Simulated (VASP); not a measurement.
# Sr3TiS (Pm-3m) in VASP: notebook

Runs on Sr3TiS. Level: PBE. Tasks: single point.

Everything below comes from runs of VASP 6.6.1. Logs are shortened: lines on timing, memory, paths and dates and some standing lists are left out, and cuts for length are marked.

## 1. The crystal as given

It takes space group Pm-3m (No. 221, cubic). The conventional cell has a = 5.151 Å, b = 5.151 Å, c = 5.151 Å, α = 90.00°, β = 90.00°, γ = 90.00°. Ti (site symmetry m-3m) has 12 Sr at 3.64 Å as nearest neighbours. Around Sr (site symmetry 4/mmm) lie 2 S at 2.58 Å. Around S (site symmetry m-3m) lie 6 Sr at 2.58 Å.

The cell was built by a generator and needn't be a form met in nature.

## 2. Single point, PBE

Input file INCAR:

```
ALGO = Normal
EDIFF = 1E-6
ENCUT = 520
GGA = PE
ISIF = 2
ISMEAR = -1
LASPH = True
LCHARG = False
LREAL = False
LWAVE = False
NBANDS = 32
NELM = 80
PREC = Accurate
SIGMA = 0.1
```

Input file KPOINTS:

```
k-points
0
Gamma
  4 4 4
```

Input file POSCAR:

```
Sr3TiS
1.0
    5.1509928000      0.0000000000      0.0000000000
    0.0000000000      5.1509928000      0.0000000000
    0.0000000000      0.0000000000      5.1509928000
Ti Sr S
1 3 1
Direct
    0.5000000000      0.5000000000      0.5000000000
    0.5000000000      0.0000000000      0.0000000000
    0.0000000000      0.5000000000      0.0000000000
    0.0000000000      0.0000000000      0.5000000000
    0.0000000000      0.0000000000      0.0000000000
```

Potentials or basis: VASP PAW PBE potentials, release 64 (Ti_sv, Sr_sv, S).

Started as:

```console
$ cat potpaw_PBE.64/Ti_sv/POTCAR potpaw_PBE.64/Sr_sv/POTCAR potpaw_PBE.64/S/POTCAR > POTCAR
$ mpirun -np 1 vasp_std > vasp.out
```

OUTCAR:

```text
EDIFF = 1E-6
   ENCUT = 520
   GGA = PE
   ISIF = 2
   ISMEAR = -1
   LASPH = True
   LREAL = False
   NELM = 80
   PREC = Accurate

 ion  position               nearest neighbor table
   1  0.500  0.500  0.500-   2 3.64   3 3.64   4 3.64   2 3.64   3 3.64   2 3.64   4 3.64   2 3.64
                             3 3.64   4 3.64   3 3.64   4 3.64
   2  0.500  0.000  0.000-   5 2.58   5 2.58   4 3.64   1 3.64   1 3.64   4 3.64   1 3.64   3 3.64
                             1 3.64   3 3.64   4 3.64   3 3.64   4 3.64   3 3.64
   3  0.000  0.500  0.000-   5 2.58   5 2.58   4 3.64   1 3.64   1 3.64   4 3.64   2 3.64   4 3.64
                             2 3.64   4 3.64   1 3.64   2 3.64   1 3.64   2 3.64
   4  0.000  0.000  0.500-   5 2.58   5 2.58   3 3.64   1 3.64   2 3.64   3 3.64   2 3.64   1 3.64
                             3 3.64   3 3.64   1 3.64   2 3.64   2 3.64   1 3.64
   5  0.000  0.000  0.000-   2 2.58   3 2.58   4 2.58   4 2.58   3 2.58   2 2.58

  LATTYP: Found a simple cubic cell.
 ALAT       =     5.1509928000

  Lattice vectors:

 A1 = (   5.1509928000,   0.0000000000,   0.0000000000)
 A2 = (   0.0000000000,   5.1509928000,   0.0000000000)
 A3 = (   0.0000000000,   0.0000000000,   5.1509928000)

Analysis of symmetry for initial positions (statically):
=====================================================================
 Subroutine PRICEL returns:
 Original cell was already a primitive cell.

 Routine SETGRP: Setting up the symmetry group for a
 simple cubic supercell.

 Subroutine GETGRP returns: Found 48 space group operations
 (whereof 48 operations were pure point group operations)
 out of a pool of 48 trial point group operations.

The static configuration has the point symmetry O_h .

Analysis of symmetry for dynamics (positions and initial velocities):
=====================================================================
 Subroutine PRICEL returns:
 Original cell was already a primitive cell.

 Routine SETGRP: Setting up the symmetry group for a
 simple cubic supercell.

 Subroutine GETGRP returns: Found 48 space group operations
 (whereof 48 operations were pure point group operations)
 out of a pool of 48 trial point group operations.

The dynamic configuration has the point symmetry O_h .

 Subroutine INISYM returns: Found 48 space group operations
 (whereof 48 operations are pure point group operations),
 and found     1 'primitive' translations

----------------------------------------------------------------------------------------

                                     Primitive cell

  volume of cell :     136.6699

  direct lattice vectors                    reciprocal lattice vectors
     5.150992800  0.000000000  0.000000000     0.194137332  0.000000000  0.000000000
     0.000000000  5.150992800  0.000000000     0.000000000  0.194137332  0.000000000
     0.000000000  0.000000000  5.150992800     0.000000000  0.000000000  0.194137332

  length of vectors
     5.150992800  5.150992800  5.150992800     0.194137332  0.194137332  0.194137332

  position of ions in fractional coordinates (direct lattice)
     0.500000000  0.500000000  0.500000000
     0.500000000  0.000000000  0.000000000
     0.000000000  0.500000000  0.000000000
     0.000000000  0.000000000  0.500000000
     0.000000000  0.000000000  0.000000000

  ion indices of the primitive-cell ions
   primitive index   ion index
                 1           1
                 2           2
                 3           3
                 4           4
                 5           5

----------------------------------------------------------------------------------------

 KPOINTS: k-points

Automatic generation of k-mesh.
 Grid dimensions read from file:
 generate k-points for:    4    4    4

 Generating k-lattice:

  Cartesian coordinates                     Fractional coordinates (reciprocal lattice)
     0.048534333  0.000000000  0.000000000     0.250000000  0.000000000  0.000000000
     0.000000000  0.048534333  0.000000000     0.000000000  0.250000000  0.000000000
     0.000000000  0.000000000  0.048534333     0.000000000  0.000000000  0.250000000

  Length of vectors
     0.048534333  0.048534333  0.048534333

  Shift w.r.t. Gamma in fractional coordinates (k-lattice)
     0.000000000  0.000000000  0.000000000

 Subroutine IBZKPT returns following result:
 ===========================================

 Found     10 irreducible k-points:

 Following reciprocal coordinates:
            Coordinates               Weight
  0.000000  0.000000  0.000000      1.000000
  0.250000  0.000000  0.000000      6.000000
  0.500000  0.000000  0.000000      3.000000
  0.250000  0.250000  0.000000     12.000000
  0.500000  0.250000  0.000000     12.000000
  0.500000  0.500000  0.000000      3.000000
  0.250000  0.250000  0.250000      8.000000
  0.500000  0.250000  0.250000     12.000000
  0.500000  0.500000  0.250000      6.000000
  0.500000  0.500000  0.500000      1.000000
   k-points           NKPTS =     10   k-points in BZ     NKDIM =     10   number of bands    NBANDS=     32
   number of dos      NEDOS =    301   number of ions     NIONS =      5
   total plane-waves  NPLWV =  64000
   dimension x,y,z NGX =    40 NGY =   40 NGZ =   40
   dimension x,y,z NGXF=    80 NGYF=   80 NGZF=   80
   ions per type =               1   3   1
   NGX,Y,Z   is equivalent  to a cutoff of  12.91, 12.91, 12.91 a.u.
   NGXF,Y,Z  is equivalent  to a cutoff of  25.82, 25.82, 25.82 a.u.
 SYSTEM =  unknown system
   PREC   = accura    normal or accurate (medium, high low for compatibility)
   ISTART =      0    job   : 0-new  1-cont  2-samecut
   ICHARG =      2    charge: 1-file 2-atom 10-const
   ISPIN  =      1    spin polarized calculation?
   LNONCOLLINEAR =      F non collinear calculations
   LSORBIT =      F    spin-orbit coupling
   LASPH  =      T    aspherical Exc in radial PAW
   ENCUT  =  520.0 eV  38.22 Ry    6.18 a.u.   9.58  9.58  9.58*2*pi/ulx,y,z
   NELM   =     80;   NELMIN=  2; NELMDL= -5     # of ELM steps
   EDIFF  = 0.1E-05   stopping-criterion for ELM
   LREAL  =      F    real-space projection
   EDIFFG = 0.1E-04   stopping-criterion for IOM
   NSW    =      0    number of steps for IOM
   IBRION =     -1    ionic relax: 0-MD 1-quasi-New 2-CG
   NFREE  =      0    steps in history (QN), initial steepest desc. (CG)
   ISIF   =      2    stress and relaxation
   ISYM   =      2    0-nonsym 1-usesym 2-fastsym
   POTIM  = 0.5000    time-step for ionic-motion
   TEBEG  =    0.0;   TEEND  =   0.0 temperature during run
   PSTRESS=    0.0 pullay stress
   NELECT =      48.0000    total number of electrons
   NUPDOWN=      -1.0000    fix difference up-down
   EMIN   =  10.00;   EMAX   =-10.00  energy-range for DOS
   EFERMI =   0.00;   METHOD = LEGACY
   ISMEAR =    -1;   SIGMA  =   0.10  broadening in eV -4-tet -1-fermi 0-gaus
   EFERMI_NEDOS =   21; number of points for ismear=-14 and -15
   IALGO  =     38    algorithm
   IMIX   =      4    mixing-type and parameters
     AMIX     =   0.40;   BMIX     =  1.00
     AMIX_MAG =   1.60;   BMIX_MAG =  1.00
  volume/ion in A,a.u.               =      27.33       184.46
  Fermi-wavevector in a.u.,A,eV,Ry     =   1.155042  2.182712 18.151820  1.334121
  Thomas-Fermi vector in A             =   2.291673
   LORBIT       =      0    0 simple, 1 ext, 2 COOP (PROOUT), +10 PAW based schemes
   GGA     = PE    functional components
   LHFCALC =     F    Hartree Fock is set to
   AEXX    =    0.0000 exact exchange contribution
   IVDW    =     0    specifies the selected vdW correction
   LEPSILON=     F    determine dielectric tensor
   LRPA    =     F    only Hartree local field effects (RPA)
 non-spin polarized calculation
  energy-cutoff  :      520.00
  volume of cell :      136.67
 maximum number of plane-waves:      3743
 NGX is ok and might be reduce to    40
   NGX = 19   NGY = 19   NGZ = 19

 number of electron      48.0000003 magnetization

 Free energy of the ion-electron system (eV)
  ---------------------------------------------------
  ext. energy  EPLUGINS =         0.00000000
  ---------------------------------------------------
  free energy    TOTEN  =       -15.52057391 eV

  energy without entropy =      -15.17496274  energy(sigma->0) =      -15.34776832

 E-fermi :   4.2558     XC(G=0):  -9.3896

 val. band max:        4.1621671026   @ k =   0.2500   0.2500   0.2500
 cond. band min:       4.2834839527   @ k =   0.2500   0.2500   0.0000
 fundamental gap:      0.1213168501
 Fermi energy:         4.2558451887

 k-point     1 :       0.0000    0.0000    0.0000
  band No.  band energies     occupation
      1     -53.0582      2.00000
      2     -30.8172      2.00000
      3     -30.6771      2.00000
      4     -30.6771      2.00000
      5     -29.3098      2.00000
      6     -29.3098      2.00000
[... 24 lines left out ...]
     31       6.7843      0.00000
     32       7.2098      0.00000

 k-point     2 :       0.2500    0.0000    0.0000
  band No.  band energies     occupation
      1     -53.0582      2.00000
      2     -30.7995      2.00000
      3     -30.6944      2.00000
      4     -30.6769      2.00000
      5     -29.3098      2.00000
      6     -29.3098      2.00000
[... 24 lines left out ...]
     31       6.9691      0.00000
     32       7.3518      0.00000
[... 243 lines left out ...]
     31       7.0824      0.00000
     32       7.4089      0.00000

 k-point    10 :       0.5000    0.5000    0.5000
  band No.  band energies     occupation
      1     -53.0582      2.00000
      2     -30.7210      2.00000
      3     -30.7210      2.00000
      4     -30.7210      2.00000
      5     -29.3102      2.00000
      6     -29.3102      2.00000
[... 24 lines left out ...]
     31       7.4766      0.00000
     32       7.4766      0.00000

------------------------ aborting loop because EDIFF is reached ----------------------------------------

  FORCE on cell =-STRESS in cart. coord.  units (eV):
  Direction    XX          YY          ZZ          XY          YZ          ZX
  --------------------------------------------------------------------------------------
  -------------------------------------------------------------------------------------
  Total       15.2160685     15.2160685     15.2160685      0.0000000      0.0000000      0.0000000
  in kB      178.3775559    178.3775559    178.3775559      0.0000000      0.0000000      0.0000000
  external PRESSURE =     178.3775559 kB  Pullay stress =       0.0000000 kB

 VOLUME and BASIS-vectors are now :
 -----------------------------------------------------------------------------
  energy-cutoff  :      520.00
  volume of cell :      136.67
      direct lattice vectors                 reciprocal lattice vectors
     5.150992800  0.000000000  0.000000000     0.194137332  0.000000000  0.000000000
     0.000000000  5.150992800  0.000000000     0.000000000  0.194137332  0.000000000
     0.000000000  0.000000000  5.150992800     0.000000000  0.000000000  0.194137332

 POSITION                                       TOTAL-FORCE (eV/Angst)
 -----------------------------------------------------------------------------------
      2.57550      2.57550      2.57550         0.000000      0.000000      0.000000
      2.57550      0.00000      0.00000         0.000000      0.000000      0.000000
      0.00000      2.57550      0.00000         0.000000      0.000000      0.000000
      0.00000      0.00000      2.57550         0.000000      0.000000      0.000000
      0.00000      0.00000      0.00000         0.000000      0.000000      0.000000
 -----------------------------------------------------------------------------------
    total drift:                               -0.000000      0.000000     -0.000000

  FREE ENERGIE OF THE ION-ELECTRON SYSTEM (eV)
  ---------------------------------------------------
  free  energy   TOTEN  =       -15.5205739115 eV

  energy  without entropy=      -15.1749627357  energy(sigma->0) =      -15.34776832
```

Wall time 32 s (1 thread of Intel Xeon Platinum 8559C (Emerald Rapids), shared host); peak memory 0.25 GiB.

Results:

- Free energy: -15.5206 eV
- Pressure: 17.8 GPa
- Band gap on the k mesh: none (metal or under the smearing width)

Caveat: so large a pressure means that the cell lies far from this level's equilibrium, or that cutoff or potentials fall short.

(Part 1 of 2 ends here.)
